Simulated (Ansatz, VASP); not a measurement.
**Cross-check of ZrSe2 (1T-ZrSe2 4 layers, AA) between VASP and Ansatz**

One calculation is typed for both programs; each brings its own data sets. How far apart do they land? The cell is taken from a series of runs on this material, whose earlier steps may have relaxed, scaled, displaced or heated it; both programs get it as it stands.

Main program and level: Ansatz 0.2.0; plane waves, with VASP 6.6.1 beside it; single point at PBE with D3(BJ).

**1. Starting point**

The cell holds 12 atoms: 8 Se and 4 Zr. Cell: a = 3.740 Å, b = 3.740 Å, c = 39.327 Å, α = 90.0°, β = 90.0°, γ = 120.0°. Vacuum lies along c.

**2. VASP: single point, PBE with D3(BJ)**

With cell and atoms fixed, the geometry can't cause a difference; cores, projectors, grids and the points listed under the comparison can.

Lines of VASP's logs that name or quote its potential files are left out, and so is its time.

Contents of INCAR:

```
SYSTEM = ZrSe2
PREC = Accurate
ENCUT = 400
EDIFF = 1E-06
NELM = 120
ISMEAR = -1
SIGMA = 0.02585
LREAL = .FALSE.
ALGO = Normal
GGA = PE
IVDW = 12
NBANDS = 60
LASPH = .TRUE.
LORBIT = 11
LWAVE = .FALSE.
LCHARG = .FALSE.
ISIF = 2
LDIPOL = .TRUE.
IDIPOL = 3
DIPOL = 0.5 0.5 0.5
LVHAR = .TRUE.
GGA_COMPAT = .FALSE.
EFERMI = MIDGAP
NELMDL = -8
KPAR = 2
```

Contents of POSCAR:

```
ZrSe2
1.0
    3.7402117576      0.0000000000      0.0000000000
   -1.8701058788      3.2391183976      0.0000000000
    0.0000000000      0.0000000000     39.3270304440
Se Zr
8 4
Direct
    0.6666666667      0.3333333333      0.2288502310
    0.3333333333      0.6666666667      0.3101549345
    0.6666666667      0.3333333333      0.3826654896
    0.3333333333      0.6666666667      0.4638548886
    0.6666666667      0.3333333333      0.5361451114
    0.3333333333      0.6666666667      0.6173345104
    0.6666666667      0.3333333333      0.6898450655
    0.3333333333      0.6666666667      0.7711497690
    0.0000000000      0.0000000000      0.2695571450
    0.0000000000      0.0000000000      0.4232639599
    0.0000000000      0.0000000000      0.5767360401
    0.0000000000      0.0000000000      0.7304428550
```

Contents of KPOINTS:

```
Automatic mesh
0
Gamma
12 12 1
0 0 0
```

PAW data sets: Se and Zr_sv (PBE family, release 64).

Launch:

```sh
> mpirun -np 2 vasp_std
```

Numbers of over 12 decimals in the logs are rounded to 6 here.

Output:

```text
[banner, memory and clock lines left out]
running    2 mpi-ranks, on    1 nodes
 distrk:  each k-point on    1 cores,    2 groups
 distr:  one band on    1 cores,    1 groups

 POSCAR found type information on POSCAR SeZr
 POSCAR found :  2 types and      12 ions
 LDA part: xc-table for (Slater+PW92), standard interpolation
 POSCAR, INCAR and KPOINTS ok, starting setup
 FFT: planning ... GRIDC
 FFT: planning ... GRID_SOFT
 FFT: planning ... GRID
 WAVECAR not read
 entering main loop
       N       E                     dE             d eps       ncg     rms          rms(c)
DAV:   1     0.776024021821E+03    0.77602E+03   -0.38637E+04  2528   0.113E+03
DAV:   2    -0.868701028792E+00   -0.77689E+03   -0.75466E+03  2876   0.317E+02
DAV:   3    -0.771547394647E+02   -0.76286E+02   -0.75000E+02  3096   0.845E+01
DAV:   4    -0.840204186215E+02   -0.68657E+01   -0.68480E+01  3976   0.225E+01
DAV:   5    -0.843226996241E+02   -0.30228E+00   -0.30220E+00  3320   0.388E+00
DAV:   6    -0.843276351184E+02   -0.49355E-02   -0.49349E-02  3440   0.599E-01
DAV:   7    -0.843279145374E+02   -0.27942E-03   -0.27941E-03  3408   0.114E-01
DAV:   8    -0.843279262364E+02   -0.11699E-04   -0.11699E-04  3208   0.241E-02    0.267E+01
DAV:   9    -0.783744912133E+02    0.59534E+01   -0.22850E+01  2472   0.152E+01    0.113E+01
DAV:  10    -0.781340519309E+02    0.24044E+00   -0.29648E+00  2840   0.518E+00    0.366E+00
DAV:  11    -0.781753838053E+02   -0.41332E-01   -0.49595E-01  3056   0.185E+00    0.151E+00
DAV:  12    -0.781762783570E+02   -0.89455E-03   -0.31627E-02  2732   0.808E-01    0.490E-01
DAV:  13    -0.781759827721E+02    0.29558E-03   -0.47318E-03  2964   0.304E-01    0.110E-01
DAV:  14    -0.781757872538E+02    0.19552E-03   -0.45493E-04  2776   0.655E-02    0.538E-02
[...]
DAV:  21    -0.781761618634E+02   -0.20478E-04   -0.51941E-07  1468   0.202E-03    0.156E-03
DAV:  22    -0.781761750972E+02   -0.13234E-04   -0.51250E-07  1504   0.146E-03    0.125E-03
DAV:  23    -0.781761820893E+02   -0.69921E-05   -0.56383E-07  1536   0.120E-03    0.386E-04
DAV:  24    -0.781761857379E+02   -0.36486E-05   -0.89942E-08  1240   0.692E-04    0.256E-04
DAV:  25    -0.781761908252E+02   -0.50873E-05   -0.19717E-07  1344   0.688E-04    0.271E-04
DAV:  26    -0.781761922784E+02   -0.14531E-05   -0.37822E-08  1192   0.396E-04    0.144E-04
DAV:  27    -0.781761939855E+02   -0.17071E-05   -0.59391E-08  1264   0.395E-04    0.635E-05
DAV:  28    -0.781761943820E+02   -0.39654E-06   -0.23448E-08  1144   0.267E-04
   1 F= -.82621479E+02 E0= -.82621338E+02  d E =-.282109E-03
```

OUTCAR, selected parts (step 2):

```text
ion  position               nearest neighbor table
   1  0.667  0.333  0.229-   9 2.69   9 2.69   9 2.69
   2  0.333  0.667  0.310-   9 2.69   9 2.69   9 2.69
   3  0.667  0.333  0.383-  10 2.69  10 2.69  10 2.69
   4  0.333  0.667  0.464-  10 2.69  10 2.69  10 2.69
   5  0.667  0.333  0.536-  11 2.69  11 2.69  11 2.69
   6  0.333  0.667  0.617-  11 2.69  11 2.69  11 2.69
   7  0.667  0.333  0.690-  12 2.69  12 2.69  12 2.69
   8  0.333  0.667  0.771-  12 2.69  12 2.69  12 2.69
   9  0.000  0.000  0.270-   2 2.69   2 2.69   2 2.69   1 2.69   1 2.69   1 2.69
  10  0.000  0.000  0.423-   4 2.69   4 2.69   4 2.69   3 2.69   3 2.69   3 2.69
  11  0.000  0.000  0.577-   5 2.69   5 2.69   5 2.69   6 2.69   6 2.69   6 2.69
  12  0.000  0.000  0.730-   7 2.69   7 2.69   7 2.69   8 2.69   8 2.69   8 2.69

  LATTYP: Found a hexagonal cell.
 ALAT       =     3.7402117576
 C/A-ratio  =    10.5146534455

 Subroutine GETGRP returns: Found 12 space group operations
 (whereof 12 operations were pure point group operations)

The static configuration has the point symmetry D_3d.

 Found     19 irreducible k-points:

   k-points           NKPTS =     19   k-points in BZ     NKDIM =     19   number of bands    NBANDS=     60

   dimension x,y,z NGX =    24 NGY =   24 NGZ =  270
   dimension x,y,z NGXF=    48 NGYF=   48 NGZF=  540

   ENCUT  =  400.0 eV  29.40 Ry    5.42 a.u.   6.10  6.10 64.13*2*pi/ulx,y,z

   NELECT =      96.0000    total number of electrons

 k-points in reciprocal lattice and weights: Automatic mesh
   0.00000000  0.00000000  0.00000000       0.007
   0.08333333 -0.00000000  0.00000000       0.042
   0.16666667  0.00000000  0.00000000       0.042
   0.25000000  0.00000000  0.00000000       0.042
   0.33333333  0.00000000  0.00000000       0.042
   0.41666667 -0.00000000  0.00000000       0.042
   0.50000000  0.00000000  0.00000000       0.021
   0.08333333  0.08333333  0.00000000       0.042
   0.16666667  0.08333333  0.00000000       0.083
[...]
0.33333333  0.25000000  0.00000000       0.083
   0.33333333  0.33333333  0.00000000       0.014

 dipolmoment           0.000000      0.000000      0.000000 electrons x Angstroem

 average (electrostatic) potential at core
       1 -56.7732       2 -56.8660       3 -56.8744       4 -56.8775       5 -56.8775
       6 -56.8744       7 -56.8660       8 -56.7732       9 -83.5474      10 -83.5472
      11 -83.5472      12 -83.5474

 E-fermi :   0.9628

 k-point     1 :       0.0000    0.0000    0.0000
  band No.  band energies     occupation
    ...
     44       0.7412      1.99962
     45       0.8329      1.98697
     46       0.8329      1.98697
     47       0.8745      1.93638
     48       0.8745      1.93638
     49       1.8985      0.00000
     50       1.8985      0.00000
     51       1.9162      0.00000
     52       1.9162      0.00000
     53       1.9368      0.00000
    ...

 k-point     2 :       0.0833   -0.0000    0.0000
  band No.  band energies     occupation
    ...
     44       0.3797      2.00000
     45       0.4767      2.00000
     46       0.5724      2.00000
     47       0.6209      2.00000
     48       0.7051      1.99991
     49       1.9604      0.00000
     50       1.9778      0.00000
     51       1.9963      0.00000
     52       2.0007      0.00000
     53       2.1795      0.00000
    ...

 k-point     3 :       0.1667    0.0000    0.0000
  band No.  band energies     occupation
    ...
     44       0.0591      2.00000
     45       0.1615      2.00000
     46       0.2172      2.00000
     47       0.2539      2.00000
     48       0.5629      2.00000
     49       1.8147      0.00000
     50       1.8414      0.00000
     51       1.8555      0.00000
     52       1.8607      0.00000
     53       2.6489      0.00000
    ...

 Edisp (eV)   -4.44529

  Total       0.09225     0.09225     0.07080     0.00000     0.00000    -0.00000
  in kB       0.31023     0.31023     0.23810     0.00000     0.00000    -0.00000
  external pressure =        0.29 kB  Pullay stress =        0.00 kB

  energy-cutoff  :      400.00
  volume of cell :      476.45
      direct lattice vectors                 reciprocal lattice vectors
     3.740211758  0.000000000  0.000000000     0.267364541  0.154362990  0.000000000
    -1.870105879  3.239118398  0.000000000     0.000000000  0.308725979  0.000000000
     0.000000000  0.000000000 39.327030444     0.000000000  0.000000000  0.025427803

 POSITION                                       TOTAL-FORCE (eV/Angst)
 -----------------------------------------------------------------------------------
      1.87011      1.07971      9.00000        -0.000000     -0.000000     -0.017161
     -0.00000      2.15941     12.19747         0.000000     -0.000000      0.017704
      1.87011      1.07971     15.04910         0.000000      0.000000     -0.017208
     -0.00000      2.15941     18.24204         0.000000     -0.000000      0.017941
      1.87011      1.07971     21.08500         0.000000      0.000000     -0.017941
     -0.00000      2.15941     24.27793        -0.000000      0.000000      0.017208
      1.87011      1.07971     27.12956        -0.000000      0.000000     -0.017704
     -0.00000      2.15941     30.32703        -0.000000      0.000000      0.017161
      0.00000      0.00000     10.60088         0.000000     -0.000000     -0.002087
      0.00000      0.00000     16.64571        -0.000000      0.000000     -0.000767
      0.00000      0.00000     22.68132        -0.000000     -0.000000      0.000767
      0.00000      0.00000     28.72615        -0.000000      0.000000      0.002087
 -----------------------------------------------------------------------------------
    total drift:                                0.000000     -0.000000     -0.000000

  FREE ENERGIE OF THE ION-ELECTRON SYSTEM (eV)
  ---------------------------------------------------
  free  energy   TOTEN  =       -82.6214794838 eV

  energy  without entropy=      -82.6211973748  energy(sigma->0) =      -82.62133843

 vacuum level on the upper side and lower side of the slab         6.348         6.348

 total charge
# of ion       s       p       d       tot
------------------------------------------
    1        1.463   2.402   0.028   3.892
    2        1.465   2.400   0.030   3.895
    3        1.465   2.398   0.030   3.894
    4        1.465   2.398   0.030   3.894
    5        1.465   2.398   0.030   3.894
    6        1.465   2.398   0.030   3.894
    7        1.465   2.400   0.030   3.895
    8        1.463   2.402   0.028   3.892
    9        2.170   6.010   1.473   9.653
   10        2.169   6.010   1.481   9.660
   11        2.169   6.010   1.481   9.660
   12        2.170   6.010   1.473   9.653
--------------------------------------------------
tot         20.393  43.237   6.146  69.776

[... 3 further parts left out ...]
```

[end of part 1 of 2]

[Lines on the potential files, build, host, timing and source positions are cut from VASP's logs without a mark.]

[Logs are printed without paths, hosts, clocks, repeated set-up lines and the standing remarks that a program may print on its own settings, such as how far it seeks lower states.]

[Hosts, paths, dates, database ids (printed as entryN), source tags and the programs' standing remarks are cut or masked in the printed files.]
